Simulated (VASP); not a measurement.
Output of a VASP run:

File OSZICAR:
```
       N       E                     dE             d eps       ncg     rms          rms(c)
DAV:   1     0.325976695712E+02    0.32598E+02   -0.38146E+03  1800   0.802E+02
DAV:   2    -0.888747431160E+01   -0.41485E+02   -0.39439E+02  1680   0.181E+02
DAV:   3    -0.940655056545E+01   -0.51908E+00   -0.51632E+00  2416   0.273E+01
DAV:   4    -0.940957527769E+01   -0.30247E-02   -0.30222E-02  2144   0.150E+00
DAV:   5    -0.940958250059E+01   -0.72229E-05   -0.72230E-05  2440   0.522E-02    0.129E+01
DAV:   6    -0.890695286541E+01    0.50263E+00   -0.11646E+00  1936   0.147E+01    0.512E+00
DAV:   7    -0.882795290925E+01    0.79000E-01   -0.30675E-01  2112   0.701E+00    0.162E+00
DAV:   8    -0.882354996457E+01    0.44029E-02   -0.18136E-03  1824   0.647E-01    0.820E-01
DAV:   9    -0.882195032730E+01    0.15996E-02   -0.11369E-03  2104   0.541E-01    0.130E-02
DAV:  10    -0.882195664771E+01   -0.63204E-05   -0.49400E-06  2272   0.238E-02    0.772E-03
DAV:  11    -0.882195738315E+01   -0.73545E-06   -0.29861E-07  1472   0.588E-03
   1 F= -.88219574E+01 E0= -.88214128E+01  d E =-.163367E-02
```

### OUTCAR
```
------------------------ aborting loop because EDIFF is reached ----------------------------------------
  FORCE on cell =-STRESS in cart. coord.  units (eV):
  Direction    XX          YY          ZZ          XY          YZ          ZX
  --------------------------------------------------------------------------------------
  Total       -1.0042274     -1.0042274     -1.0042274      0.0000000     -0.0000000      0.0000000
  in kB     -107.1046848   -107.1046848   -107.1046848      0.0000000     -0.0000000      0.0000000
  external PRESSURE =    -107.1046848 kB  Pullay stress =       0.0000000 kB
  volume of cell :       15.02
      direct lattice vectors                 reciprocal lattice vectors
     0.000000000  1.958400000  1.958400000    -0.255310458  0.255310458  0.255310458
     1.958400000  0.000000000  1.958400000     0.255310458 -0.255310458  0.255310458
     1.958400000  1.958400000  0.000000000     0.255310458  0.255310458 -0.255310458
 POSITION                                       TOTAL-FORCE (eV/Angst)
 -----------------------------------------------------------------------------------
      0.00000      0.00000      0.00000         0.000000     -0.000000      0.000000
 -----------------------------------------------------------------------------------
    total drift:                                0.000000     -0.000000      0.000000
  FREE ENERGIE OF THE ION-ELECTRON SYSTEM (eV)
  ---------------------------------------------------
  free  energy   TOTEN  =        -8.8219573832 eV

  energy  without entropy=       -8.8203237111  energy(sigma->0) =       -8.82141283
```
(Selected blocks of OUTCAR.)

**POSCAR**
```
Ir
1
    0.0000000000     1.9584000000     1.9584000000
    1.9584000000     0.0000000000     1.9584000000
    1.9584000000     1.9584000000     0.0000000000
Ir
1
Direct
  0.0000000000   0.0000000000   0.0000000000
```

Question: Reconstruct the remaining input files.

Answer: One answer among several that fit: the input of the run itself, PBE GGA, plane waves, VASP's PBE PAW potentials (set 64).

INCAR:
```
ALGO = Normal
EDIFF = 1E-6
ENCUT = 400
GGA = PE
ISIF = 2
ISMEAR = 1
LASPH = .True.
LCHARG = .False.
LMAXMIX = 6
LREAL = .False.
LWAVE = .False.
NELM = 100
PREC = Accurate
SIGMA = 0.1
SYSTEM = Ir
```

File KPOINTS:
```
Regular mesh
0
Gamma
14 14 14
```

POTCAR, in this order: Ir (PBE.64 set). Program: vasp_std.

The compound is Ir in the fcc structure. The cell was not relaxed at this level.
